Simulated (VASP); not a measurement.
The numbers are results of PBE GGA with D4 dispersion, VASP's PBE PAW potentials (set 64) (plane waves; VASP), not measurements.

The input files of a VASP run:

### POSCAR
```
KCl
1
    0.0000000000     3.1450000000     3.1450000000
    3.1450000000     0.0000000000     3.1450000000
    3.1450000000     3.1450000000     0.0000000000
K Cl
1 1
Direct
  0.0000000000   0.0000000000   0.0000000000
  0.5000000000   0.5000000000   0.5000000000
```

**INCAR**
```
# general
SYSTEM=KCl
PREC  =Accurate
ENCUT =520
LREAL =F
LASPH =T   # aspherical one-centre terms

# electronic loop
EDIFF =1E-6   # SCF stop (eV)
NELM  =100   # most electronic steps
ALGO  =Normal   # blocked Davidson

# smearing
ISMEAR=0
SIGMA =0.05

# functional
GGA   =PE
IVDW  =13   # D4

# ions
IBRION=2   # conjugate gradients
NSW   =60   # most ionic steps
ISIF  =3   # ions, shape and volume
EDIFFG=-0.01   # ionic stop

# output
LWAVE =F
LCHARG=F
```

**KPOINTS**
```
Automatic mesh
0
Gamma
7 7 7
0 0 0
```

POTCAR, in this order: K_sv Cl (PBE.64 set). Program: vasp_std.

Question: What will the output report for the number of irreducible k-points (NKPTS), largest plane-wave count, number of space-group operations, FFT grid (NGX, NGY, NGZ)?

Answer: 
```yaml
number of irreducible k-points (NKPTS): 20
largest_plane_wave_count: 1691
number_of_space_group_operations: 48
FFT grid (NGX, NGY, NGZ): 36 × 36 × 36
```

The compound is KCl in the rock salt structure. This run relaxes it. Symmetry was kept, so distortions that lower it aren't found.
